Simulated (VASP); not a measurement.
**MnCuAs: structure and properties in VASP**

Aim: relax MnCuAs, then compute properties on the relaxed cell. The steps: magnetic order: ferromagnetic, magnetic order: antiferromagnetic within the cell, magnetic order: antiferromagnetic, q = (0, 0, 1/2), magnetic order: antiferromagnetic, q = (1/2, 1/2, 1/2), magnetic order: antiferromagnetic, q = (1/2, 1/2, 0), the orders side by side, relaxing cell and atoms (PBEsol), second relaxation, single point with fields (PBEsol), band structure (PBEsol), total and projected DOS (PBEsol), vibrations at Γ (PBEsol) and bands along the symmetry lines (PBEsol), changed input. The start is a computed cell from the Materials Project.

Program: VASP 6.6.1. Level of theory: PBEsol, spin-polarised from a ferromagnetic start; plane waves and PAW (Mn_pv, Cu, As), in the first sound run; inputs show where later runs differ. Results are calculated unless marked as measured.

Most raw output is cut from this account.

**1. The starting structure**

The structure is tetragonal, space group P4/nmm (No. 129). Conventional cell: a = 3.699 Å, b = 3.699 Å, c = 6.408 Å, α = 90.00°, β = 90.00°, γ = 90.00°. Nearest to Mn lie 5 As at 2.49 to 2.64 Å and 4 Cu at 2.84 Å. Nearest to Cu lie 4 As at 2.56 Å and 4 Cu at 2.62 Å and 4 Mn at 2.84 Å. Nearest to As lie 5 Mn at 2.49 to 2.64 Å and 4 Cu at 2.56 Å. Farther neighbours are not listed.

**2. Magnetic order: ferromagnetic**

The properties of a magnet depend on its order, so a few collinear patterns are compared first on the cell as listed, beginning with all moments parallel. PBEsol restores the gradient expansion of exchange and is tuned for the cells of solids.

INCAR reads:

```
SYSTEM = MnCuAs
PREC = Accurate
ENCUT = 400
EDIFF = 1E-06
NELM = 100
ISMEAR = 1
SIGMA = 0.2
LREAL = .FALSE.
ALGO = Normal
GGA = PS
NBANDS = 44
ISPIN = 2
MAGMOM = 4 4 0.6 0.6 0 0
LASPH = .TRUE.
LMAXMIX = 4
LORBIT = 11
LWAVE = .FALSE.
LCHARG = .FALSE.
KPAR = 8
ISIF = 2
```

POSCAR reads:

```
MnCuAs
1.0
    3.6994910000      0.0000000000      0.0000000000
    0.0000000000      3.6994910000      0.0000000000
    0.0000000000      0.0000000000      6.4084220000
Mn Cu As
2 2 2
Direct
    0.0000000000      0.5000000000      0.1640200000
    0.5000000000      0.0000000000      0.8359800000
    0.0000000000      0.0000000000      0.5000000000
    0.5000000000      0.5000000000      0.5000000000
    0.0000000000      0.5000000000      0.7762460000
    0.5000000000      0.0000000000      0.2237540000
```

KPOINTS reads:

```
Automatic mesh
0
Gamma
6 6 4
0 0 0
```

The projector-augmented-wave data sets are Mn_pv, Cu and As (PBE family, release 64).

Started as:

```
mpirun -np 8 vasp_std
```

The job ended after 10 s (8 MPI ranks of AMD EPYC 9R45, shared host; peak memory 2 GiB).

The k-mesh is coarse for a metal. The PAW data sets were made with PBE, which is usual practice but a small mismatch for other functionals. At this level the cell is under a tension of 7.1 GPa, so at these settings it is away from equilibrium.

Numbers from this step:

```
SCF cycles                                        : 14
electrons                                         : 58
bands                                             : 44
irreducible k-points                              : 30
symmetry operations                               : 16
free energy (TOTEN)                               : -38.09 eV
energy at zero smearing                           : -38.09 eV
Fermi energy                                      : 7.770 eV
pressure                                          : -7.057 GPa
moment of the cell, from the last line of the log : 6.871 μB
metallic                                          : yes
```

Spin moment in the PAW sphere by atom:

| atom | spin moment in the PAW sphere (μB) |
| --- | --- |
| Mn1 | 3.38 |
| Mn2 | 3.38 |
| Cu3 | 0.01 |
| Cu4 | 0.01 |
| As5 | -0.05 |
| As6 | -0.05 |

Force by atom:

| atom | x (eV/Å) | y (eV/Å) | z (eV/Å) | size |
| --- | --- | --- | --- | --- |
| Mn1 | 0.0000 | 0.0000 | -0.0486 | 0.0486 |
| Mn2 | 0.0000 | 0.0000 | 0.0486 | 0.0486 |
| Cu3 | 0.0000 | 0.0000 | 0.0000 | 0.0000 |
| Cu4 | 0.0000 | 0.0000 | 0.0000 | 0.0000 |
| As5 | 0.0000 | 0.0000 | 0.0526 | 0.0526 |
| As6 | 0.0000 | 0.0000 | -0.0526 | 0.0526 |

The run ends ferromagnetic with a largest moment of 3.38 μB, and the mesh shows no gap.

**3. Magnetic order: antiferromagnetic within the cell**

This step: PBEsol, spin-polarised from an antiferromagnetic start; plane waves and PAW (Mn_pv, Cu, As) (VASP 6.6.1).

Next, a pattern with opposite moments.

Changes to INCAR since step 2:

```diff
@@ -10,5 +10,5 @@
 GGA = PS
-NBANDS = 44
+NBANDS = 38
 ISPIN = 2
-MAGMOM = 4 4 0.6 0.6 0 0
+MAGMOM = 4 -4 0.6 -0.6 0 0
 LASPH = .TRUE.
```

POSCAR is that of step 2.

KPOINTS is that of step 2.

Started as:

```
mpirun -np 8 vasp_std
```

The job ended after 14 s (8 MPI ranks; peak memory 2.3 GiB).

At this level the cell is under a tension of 6.9 GPa, so at these settings it is away from equilibrium.

Numbers from this step:

* SCF cycles: 16
* bands: 38
* irreducible k-points: 48
* symmetry operations: 8
* free energy (TOTEN): -38.40 eV
* energy at zero smearing: -38.40 eV
* Fermi energy: 7.934 eV
* pressure: -6.865 GPa

Spin moment in the PAW sphere by atom:

| atom | spin moment in the PAW sphere (μB) |
| --- | --- |
| Mn1 | 3.44 |
| Mn2 | -3.44 |
| Cu3 | 0.00 |
| Cu4 | 0.00 |
| As5 | 0.01 |
| As6 | -0.01 |

Force by atom:

| atom | x (eV/Å) | y (eV/Å) | z (eV/Å) | size |
| --- | --- | --- | --- | --- |
| Mn1 | 0.000 | 0.000 | -0.428 | 0.428 |
| Mn2 | 0.000 | 0.000 | 0.428 | 0.428 |
| Cu3 | 0.000 | 0.000 | 0.000 | 0.000 |
| Cu4 | 0.000 | 0.000 | 0.000 | 0.000 |
| As5 | 0.000 | 0.000 | -0.057 | 0.057 |
| As6 | 0.000 | 0.000 | 0.057 | 0.057 |

The energy lies -52.8 meV an atom from the first pattern. The run ends antiferromagnetic with a largest moment of 3.44 μB, and the mesh shows no gap.

**4. Magnetic order: antiferromagnetic, q = (0, 0, 1/2)**

System of this step: MnCuAs. Symmetry: P4/nmm, No. 129, tetragonal system. The conventional cell has a = 3.699 Å, b = 3.699 Å, c = 6.408 Å, α = 90.00°, β = 90.00°, γ = 90.00°. Nearest to Mn lie 5 As at 2.49 to 2.64 Å and 4 Cu at 2.84 Å. Nearest to Cu lie 4 As at 2.56 Å and 4 Cu at 2.62 Å and 4 Mn at 2.84 Å. Nearest to As lie 5 Mn at 2.49 to 2.64 Å and 4 Cu at 2.56 Å. Farther neighbours are not listed.

Next, a pattern with opposite moments, which needs a doubled cell; q is given in the reciprocal vectors of the primitive cell.

Changes to INCAR since step 3:

```diff
@@ -10,5 +10,5 @@
 GGA = PS
-NBANDS = 38
+NBANDS = 77
 ISPIN = 2
-MAGMOM = 4 -4 0.6 -0.6 0 0
+MAGMOM = 4 -4 4 -4 0.6 -0.6 0.6 -0.6 0 0 0 0
 LASPH = .TRUE.
```

POSCAR reads:

```
MnCuAs
1.0
    3.6994910000      0.0000000000      0.0000000000
    0.0000000000      3.6994910000      0.0000000000
    0.0000000000      0.0000000000     12.8168440000
Mn Cu As
4 4 4
Direct
    0.0000000000      0.5000000000      0.0820100000
    0.0000000000      0.5000000000      0.5820100000
    0.5000000000      0.0000000000      0.4179900000
    0.5000000000      0.0000000000      0.9179900000
    0.0000000000      0.0000000000      0.2500000000
    0.0000000000      0.0000000000      0.7500000000
    0.5000000000      0.5000000000      0.2500000000
    0.5000000000      0.5000000000      0.7500000000
    0.0000000000      0.5000000000      0.3881230000
    0.0000000000      0.5000000000      0.8881230000
    0.5000000000      0.0000000000      0.1118770000
    0.5000000000      0.0000000000      0.6118770000
```

KPOINTS reads:

```
Automatic mesh
0
Gamma
6 6 2
0 0 0
```

Started as:

```
mpirun -np 8 vasp_std
```

Run time: 37 s. Hardware: 8 MPI ranks; peak memory 3.5 GiB; 4.9 min of CPU time.

At this level the cell is under a tension of 6.2 GPa, so at these settings it is away from equilibrium.

This step gave:

```yaml
scf_cycles: 17
electrons: 116
bands: 77
irreducible_k_points: 20
symmetry_operations: 16
free_energy_toten: -76.6382 eV
energy_at_zero_smearing: -76.6435 eV
fermi_energy: 7.909 eV
pressure: -6.177 GPa
```

Spin moment in the PAW sphere by atom:

| atom | spin moment in the PAW sphere (μB) |
| --- | --- |
| Mn1 | 3.47 |
| Mn2 | -3.47 |
| Mn3 | 3.47 |
| Mn4 | -3.47 |
| Cu5 | 0.03 |
| Cu6 | -0.03 |
| Cu7 | 0.03 |
| Cu8 | -0.03 |
| As9 | 0.02 |
| As10 | -0.02 |
| As11 | 0.02 |
| As12 | -0.02 |

Force by atom:

| atom | x (eV/Å) | y (eV/Å) | z (eV/Å) | size |
| --- | --- | --- | --- | --- |
| Mn1 | 0.000 | 0.000 | -0.429 | 0.429 |
| Mn2 | 0.000 | 0.000 | -0.429 | 0.429 |
| Mn3 | 0.000 | 0.000 | 0.429 | 0.429 |
| Mn4 | 0.000 | 0.000 | 0.429 | 0.429 |
| Cu5 | 0.000 | 0.000 | 0.000 | 0.000 |
| Cu6 | 0.000 | 0.000 | 0.000 | 0.000 |
| Cu7 | 0.000 | 0.000 | 0.000 | 0.000 |
| Cu8 | 0.000 | 0.000 | 0.000 | 0.000 |
| As9 | 0.000 | 0.000 | 0.012 | 0.012 |
| As10 | 0.000 | 0.000 | 0.012 | 0.012 |
| As11 | 0.000 | 0.000 | -0.012 | 0.012 |
| As12 | 0.000 | 0.000 | -0.012 | 0.012 |

The energy lies -39.2 meV an atom from the first pattern. The run ends antiferromagnetic with a largest moment of 3.47 μB, and the mesh shows no gap.

**5. Magnetic order: antiferromagnetic, q = (1/2, 1/2, 1/2)**

INCAR is that of step 4.

POSCAR reads:

```
MnCuAs
1.0
    7.3989820000      0.0000000000      0.0000000000
    3.6994910000      3.6994910000      0.0000000000
    3.6994910000      0.0000000000      6.4084220000
Mn Cu As
4 4 4
Direct
    0.6679900000      0.5000000000      0.1640200000
    0.1679900000      0.5000000000      0.1640200000
    0.8320100000      0.0000000000      0.8359800000
    0.3320100000      0.0000000000      0.8359800000
    0.7500000000      0.0000000000      0.5000000000
    0.2500000000      0.0000000000      0.5000000000
    0.7500000000      0.5000000000      0.5000000000
    0.2500000000      0.5000000000      0.5000000000
    0.3618770000      0.5000000000      0.7762460000
    0.8618770000      0.5000000000      0.7762460000
    0.1381230000      0.0000000000      0.2237540000
    0.6381230000      0.0000000000      0.2237540000
```

KPOINTS reads:

```
Automatic mesh
0
Gamma
6 6 6
0 0 0
```

Started as:

```
mpirun -np 8 vasp_std
```

It took 2.1 min on 8 MPI ranks; peak memory 7.4 GiB; 17 min of CPU time.

This step gave:

```yaml
scf_cycles: 16
irreducible_k_points: 68
symmetry_operations: 4
free_energy_toten: -76.4785 eV
energy_at_zero_smearing: -76.4771 eV
fermi_energy: 7.763 eV
pressure: -6.207 GPa
```

Spin moment in the PAW sphere by atom:

| atom | spin moment in the PAW sphere (μB) |
| --- | --- |
| Mn1 | 3.45 |
| Mn2 | -3.45 |
| Mn3 | 3.45 |
| Mn4 | -3.45 |
| Cu5 | 0.00 |
| Cu6 | 0.00 |
| Cu7 | 0.00 |
| Cu8 | 0.00 |
| As9 | 0.01 |
| As10 | -0.01 |
| As11 | 0.01 |
| As12 | -0.01 |

Force by atom:

| atom | x (eV/Å) | y (eV/Å) | z (eV/Å) | size |
| --- | --- | --- | --- | --- |
| Mn1 | 0.000 | 0.000 | -0.059 | 0.059 |
| Mn2 | 0.000 | 0.000 | -0.059 | 0.059 |
| Mn3 | 0.000 | 0.000 | 0.059 | 0.059 |
| Mn4 | 0.000 | 0.000 | 0.059 | 0.059 |
| Cu5 | 0.000 | 0.000 | 0.000 | 0.000 |
| Cu6 | 0.000 | 0.000 | 0.000 | 0.000 |
| Cu7 | 0.000 | 0.000 | 0.000 | 0.000 |
| Cu8 | 0.000 | 0.000 | 0.000 | 0.000 |
| As9 | 0.000 | 0.000 | -0.102 | 0.102 |
| As10 | 0.000 | 0.000 | -0.102 | 0.102 |
| As11 | 0.000 | 0.000 | 0.102 | 0.102 |
| As12 | 0.000 | 0.000 | 0.102 | 0.102 |

The energy lies -25.3 meV an atom from the first pattern. The run ends antiferromagnetic with a largest moment of 3.45 μB, and the mesh shows no gap.

**6. Magnetic order: antiferromagnetic, q = (1/2, 1/2, 0)**

INCAR is that of step 5.

POSCAR reads:

```
MnCuAs
1.0
    7.3989820000      0.0000000000      0.0000000000
    3.6994910000      3.6994910000      0.0000000000
    0.0000000000      0.0000000000      6.4084220000
Mn Cu As
4 4 4
Direct
    0.7500000000      0.5000000000      0.1640200000
    0.2500000000      0.5000000000      0.1640200000
    0.2500000000      0.0000000000      0.8359800000
    0.7500000000      0.0000000000      0.8359800000
    0.0000000000      0.0000000000      0.5000000000
    0.5000000000      0.0000000000      0.5000000000
    0.0000000000      0.5000000000      0.5000000000
    0.5000000000      0.5000000000      0.5000000000
    0.7500000000      0.5000000000      0.7762460000
    0.2500000000      0.5000000000      0.7762460000
    0.2500000000      0.0000000000      0.2237540000
    0.7500000000      0.0000000000      0.2237540000
```

KPOINTS reads:

```
Automatic mesh
0
Gamma
6 6 4
0 0 0
```

Started as:

```
mpirun -np 8 vasp_std
```

Run time: 95 s. Hardware: 8 MPI ranks; peak memory 6.4 GiB; 13 min of CPU time.

Numbers from this step:

| Property | Result |
| --- | --- |
| irreducible k-points | 56 |
| free energy (TOTEN) | -76.4950 eV |
| energy at zero smearing | -76.4952 eV |
| Fermi energy | 7.818 eV |
| pressure | -6.921 GPa |

Spin moment in the PAW sphere by atom:

| atom | spin moment in the PAW sphere (μB) |
| --- | --- |
| Mn1 | 3.40 |
| Mn2 | -3.40 |
| Mn3 | 3.40 |
| Mn4 | -3.40 |
| Cu5 | 0.00 |
| Cu6 | 0.00 |
| Cu7 | 0.00 |
| Cu8 | 0.00 |
| As9 | -0.01 |
| As10 | 0.01 |
| As11 | -0.01 |
| As12 | 0.01 |

Force by atom:

| atom | x (eV/Å) | y (eV/Å) | z (eV/Å) | size |
| --- | --- | --- | --- | --- |
| Mn1 | 0.000 | 0.000 | -0.206 | 0.206 |
| Mn2 | 0.000 | 0.000 | -0.206 | 0.206 |
| Mn3 | 0.000 | 0.000 | 0.206 | 0.206 |
| Mn4 | 0.000 | 0.000 | 0.206 | 0.206 |
| Cu5 | 0.000 | 0.000 | 0.000 | 0.000 |
| Cu6 | 0.000 | 0.000 | 0.000 | 0.000 |
| Cu7 | 0.000 | 0.000 | 0.000 | 0.000 |
| Cu8 | 0.000 | 0.000 | 0.000 | 0.000 |
| As9 | 0.000 | 0.000 | -0.027 | 0.027 |
| As10 | 0.000 | 0.000 | -0.027 | 0.027 |
| As11 | 0.000 | 0.000 | 0.027 | 0.027 |
| As12 | 0.000 | 0.000 | 0.027 | 0.027 |

The energy lies -26.8 meV an atom from the first pattern. The run ends antiferromagnetic with a largest moment of 3.40 μB, and the mesh shows no gap.

**7. The orders side by side**

This step: collinear orders at PBEsol; plane waves and PAW (VASP 6.6.1).

This step runs nothing: it gathers the runs above.

Patterns, by row:

| start | atoms | energy less that of the first (meV/atom) | largest site moment (μB) | end state |
| --- | --- | --- | --- | --- |
| ferromagnetic | 6 | 0 | 3.38 | ferromagnetic |
| antiferromagnetic within the cell | 6 | -52.8 | 3.44 | antiferromagnetic |
| antiferromagnetic, q = (0, 0, 1/2) | 12 | -39.2 | 3.47 | antiferromagnetic |
| antiferromagnetic, q = (1/2, 1/2, 1/2) | 12 | -25.3 | 3.45 | antiferromagnetic |
| antiferromagnetic, q = (1/2, 1/2, 0) | 12 | -26.8 | 3.4 | antiferromagnetic |

The session goes on in the lowest magnetic state found: antiferromagnetic. The next one lies 13.6 meV an atom higher.

**8. Relaxing cell and atoms (PBEsol)**

This step: PBEsol, spin-polarised from an antiferromagnetic start; plane waves and PAW (Mn_pv, Cu, As) (VASP 6.6.1).

System of this step: MnCuAs. Symmetry: P4/nmm, No. 129, tetragonal system. The conventional cell has a = 3.699 Å, b = 3.699 Å, c = 6.408 Å, α = 90.00°, β = 90.00°, γ = 90.00°. Mn has 5 As at 2.49 to 2.64 Å and 4 Cu at 2.84 Å nearest. Nearest to Cu lie 4 As at 2.56 Å and 4 Cu at 2.62 Å and 4 Mn at 2.84 Å. Nearest to As lie 5 Mn at 2.49 to 2.64 Å and 4 Cu at 2.56 Å. Farther neighbours are not listed.

Properties are meant for the cell that this level of theory prefers, so cell and atoms are relaxed first (ISIF = 3) until forces and stress are small; EDIFFG sets the threshold.

Changes to INCAR since step 6:

```diff
@@ -10,5 +10,5 @@
 GGA = PS
-NBANDS = 77
+NBANDS = 38
 ISPIN = 2
-MAGMOM = 4 -4 4 -4 0.6 -0.6 0.6 -0.6 0 0 0 0
+MAGMOM = 3.44 -3.44 0 -0 0.01 -0.01
 LASPH = .TRUE.
@@ -19,2 +19,5 @@
 KPAR = 8
-ISIF = 2
+IBRION = 2
+NSW = 60
+ISIF = 3
+EDIFFG = -0.01
```

POSCAR reads:

```
MnCuAs
1.0
    3.6994910000      0.0000000000      0.0000000000
    0.0000000000      3.6994910000      0.0000000000
    0.0000000000      0.0000000000      6.4084220000
Mn Cu As
2 2 2
Direct
    0.0000000000      0.5000000000      0.1640200000
    0.5000000000      0.0000000000      0.8359800000
    0.0000000000      0.0000000000      0.5000000000
    0.5000000000      0.5000000000      0.5000000000
    0.0000000000      0.5000000000      0.7762460000
    0.5000000000      0.0000000000      0.2237540000
```

KPOINTS is that of step 6.

Started as:

```
mpirun -np 8 vasp_std
```

Run time: 83 s. Hardware: 8 MPI ranks; peak memory 2.1 GiB.

The magnetic order is the lowest of the few collinear ones that converged above; longer or canted patterns were not tried. After so large a change of volume the plane waves of the start cell no longer fit, so the final stress carries a basis-set error. The run keeps the 16 symmetry operations of its start, so it cannot find a distortion of lower symmetry.

The steps of the relaxation:

| step | energy less that of the first step (eV) | largest force (eV/Å) | pressure (GPa) | volume (Å³) |
| --- | --- | --- | --- | --- |
| 1 | 0.0000 | 0.4289 | -6.79 | 87.71 |
| 2 | -0.1640 | 0.5180 | 1.60 | 80.07 |
| 3 | -0.1673 | 0.5160 | 0.43 | 80.91 |
| 4 | -0.1902 | 0.2587 | 0.29 | 80.67 |
| 5 | -0.1964 | 0.2326 | 0.38 | 80.47 |
| 6 | -0.2090 | 0.0818 | -0.22 | 80.73 |
| 7 | -0.2097 | 0.0406 | -0.33 | 80.81 |
| 8 | -0.2097 | 0.0373 | -0.40 | 80.81 |
| 9 | -0.2099 | 0.0197 | 0.27 | 80.36 |
| 10 | -0.2101 | 0.0150 | -0.01 | 80.55 |
| 11 | -0.2101 | 0.0139 | 0.01 | 80.53 |
| 12 | -0.2101 | 0.0139 | 0.00 | 80.53 |
| 13 | -0.2100 | 0.0154 | 0.18 | 80.45 |
| 14 | -0.2101 | 0.0155 | 0.01 | 80.52 |
| 15 | -0.2101 | 0.0082 | 0.09 | 80.52 |

| conventional cell, symmetrised | before | after | change |
| --- | --- | --- | --- |
| a (Å) | 3.699 | 3.571 | -3.5 % |
| b (Å) | 3.699 | 3.571 | -3.5 % |
| c (Å) | 6.408 | 6.314 | -1.5 % |
| volume (Å³/atom) | 14.62 | 13.42 | -8.2 % |

The atoms that moved most (Å, as changes of fractional coordinates times the final cell):

| atom | dx | dy | dz | length |
| --- | --- | --- | --- | --- |
| Mn2 | 0.000 | 0.000 | 0.092 | 0.092 |
| Mn1 | 0.000 | 0.000 | -0.092 | 0.092 |

Final coordinates:

```xyz
6
Lattice="3.5712 0.0000 0.0000 0.0000 3.5712 0.0000 0.0000 0.0000 6.3137" Properties=species:S:1:pos:R:3 pbc="T T T"
Mn    0.0000    1.7856    0.9439
Mn    1.7856    0.0000    5.3698
Cu    0.0000    0.0000    3.1569
Cu    1.7856    1.7856    3.1569
As    0.0000    1.7856    4.9029
As    1.7856    0.0000    1.4108
```

Numbers from this step:

```
electrons                       : 58
bands                           : 38
irreducible k-points            : 30
symmetry operations             : 16
free energy (TOTEN)             : -38.61 eV
energy at zero smearing         : -38.61 eV
Fermi energy                    : 8.866 eV
pressure                        : 0.09146 GPa
SCF cycles over all ionic steps : 125
```

Spin moment in the PAW sphere by atom:

| atom | spin moment in the PAW sphere (μB) |
| --- | --- |
| Mn1 | 3.02 |
| Mn2 | -3.02 |
| Cu3 | 0.00 |
| Cu4 | 0.00 |
| As5 | 0.01 |
| As6 | -0.01 |

It ends with a largest force of 0.008 eV/Å and a pressure of 0.09 GPa.

**9. Second relaxation**

A relaxation keeps the plane waves of the cell it began with, so it is repeated from the new cell, on a basis made for it.

INCAR is that of step 8.

POSCAR reads:

```
MnCuAs
1.0
    3.5711713683      0.0000000000      0.0000000000
    0.0000000000      3.5711713683      0.0000000000
    0.0000000000      0.0000000000      6.3137112322
Mn Cu As
2 2 2
Direct
    0.0000000000      0.5000000000      0.1495031497
    0.5000000000      0.0000000000      0.8504968503
    0.0000000000      0.0000000000      0.5000000000
    0.5000000000      0.5000000000      0.5000000000
    0.0000000000      0.5000000000      0.7765449474
    0.5000000000      0.0000000000      0.2234550526
```

KPOINTS is that of step 8.

Started as:

```
mpirun -np 8 vasp_std
```

Run time: 9.8 s. Hardware: 8 MPI ranks; peak memory 1.8 GiB.

Little changed from the start: no atom moved by 0.005 Å and no cell edge by 0.1 %.

This step gave:

```yaml
free_energy_toten: -38.58 eV
energy_at_zero_smearing: -38.58 eV
pressure: 0.03472 GPa
scf_cycles_over_all_ionic_steps: 16
```

It ends with a largest force of 0.009 eV/Å and a pressure of 0.03 GPa. The volume moved by under 0.01 %: the run met its threshold at the first step.

(Part 1 of 2 ends here.)

[Lines on the potential files, build, host, timing and source positions are cut from VASP's logs without a mark.]

[Logs are printed without paths, hosts, clocks, repeated set-up lines and the standing remarks that a program may print on its own settings, such as how far it seeks lower states.]

[Hosts, paths, dates, database ids (printed as entryN), source tags and the programs' standing remarks are cut or masked in the printed files.]

[A measured line is paired with the nearest computed mode of its activity, which favours agreement.]
